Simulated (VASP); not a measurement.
A convergence study with VASP on Cd (hcp): a few settings are varied, all else stays as given below, so the limit is that of these other settings. The cell's lengths are 1 % over those of the tabulated start and one atom is moved, so it is off equilibrium.

```
Cd
1.0
    1.50490    -2.60656     0.00000
    1.50490     2.60656     0.00000
    0.00000     0.00000     5.67620
Cd
2
Direct
  0.33333   0.66667   0.25000
  0.68680   0.35347   0.75000
```

Method: PBE GGA, VASP's PBE PAW potentials (set 64) (plane waves; VASP 6.6.1). The last row used: 900 eV cut-off, 12×12×5 Γ-centred mesh, first-order Methfessel-Paxton smearing of 0.10 eV, potentials Cd_sv_GW.

Energies of different potentials or hybrids have different zeros.

```json
[
 {"setting": "ENCUT = 300, POTCAR Cd", "E (eV/atom)": "?", "pressure (GPa)": "?", "largest force (eV/Å)": "0.015", "plane waves": "556"},
 {"setting": "ENCUT = 400, POTCAR Cd", "E (eV/atom)": "-0.7367", "pressure (GPa)": "0.51", "largest force (eV/Å)": "0.015", "plane waves": "828"},
 {"setting": "ENCUT = 520, POTCAR Cd", "E (eV/atom)": "-0.7378", "pressure (GPa)": "1.41", "largest force (eV/Å)": "0.015", "plane waves": "1221"},
 {"setting": "ENCUT = 700, POTCAR Cd", "E (eV/atom)": "-0.7374", "pressure (GPa)": "1.37", "largest force (eV/Å)": "0.015", "plane waves": "1914"},
 {"setting": "ENCUT = 900, POTCAR Cd", "E (eV/atom)": "-0.7374", "pressure (GPa)": "1.38", "largest force (eV/Å)": "0.015", "plane waves": "2788"},
 {"setting": "ENCUT = 300, POTCAR Cd_sv_GW", "E (eV/atom)": "-0.1433", "pressure (GPa)": "-118.94", "largest force (eV/Å)": "0.027", "plane waves": "556"},
 {"setting": "ENCUT = 400, POTCAR Cd_sv_GW", "E (eV/atom)": "-0.7689", "pressure (GPa)": "0.44", "largest force (eV/Å)": "0.014", "plane waves": "828"},
 {"setting": "ENCUT = 520, POTCAR Cd_sv_GW", "E (eV/atom)": "-0.7842", "pressure (GPa)": "-1.57", "largest force (eV/Å)": "0.015", "plane waves": "1221"},
 {"setting": "ENCUT = 700, POTCAR Cd_sv_GW", "E (eV/atom)": "-0.7891", "pressure (GPa)": "1.13", "largest force (eV/Å)": "0.015", "plane waves": "1914"},
 {"setting": "ENCUT = 900, POTCAR Cd_sv_GW", "E (eV/atom)": "?", "pressure (GPa)": "?", "largest force (eV/Å)": "0.015", "plane waves": "2788"}
]
```

Fill in the missing entries.

- ENCUT = 900, POTCAR Cd_sv_GW, E (eV/atom): -0.7886
- ENCUT = 900, POTCAR Cd_sv_GW, pressure (GPa): 0.98
- ENCUT = 300, POTCAR Cd, E (eV/atom): -0.7393
- ENCUT = 300, POTCAR Cd, pressure (GPa): 1.36

Left out are rungs that failed or repeat a setting and relaxations that didn't move; long series are thinned to 24 rows.

The compound is Cd in the hcp structure. The cell was not relaxed at this level, it is distorted from the ideal structure.
